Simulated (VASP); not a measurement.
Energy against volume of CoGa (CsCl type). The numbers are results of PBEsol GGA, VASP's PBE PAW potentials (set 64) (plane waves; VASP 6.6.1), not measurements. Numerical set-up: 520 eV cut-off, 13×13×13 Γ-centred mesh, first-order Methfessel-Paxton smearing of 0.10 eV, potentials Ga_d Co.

| V (Å³/atom) | E (eV/atom) |
|---|---|
| 11.122 | -5.88028 |
| 11.466 | -5.88689 |
| 11.810 | -5.88057 |
| 12.153 | -5.86337 |

### Question
Fit these four points and predict the energy of the run at 10.778 Å³/atom.

### Answer
A cubic in V^(−2/3), the third-order Birch-Murnaghan form, passes through the four points with V0 = 11.46 Å³/atom and B0 = 201 GPa, and gives -5.8583 eV/atom there. The run gave -5.8583 eV/atom, +0.0 meV/atom from the fit; all five points give B0 = 201 GPa.

The compound is CoGa in the CsCl type structure. It was relaxed first. The run is not spin-polarised, so no magnetic state was tried.
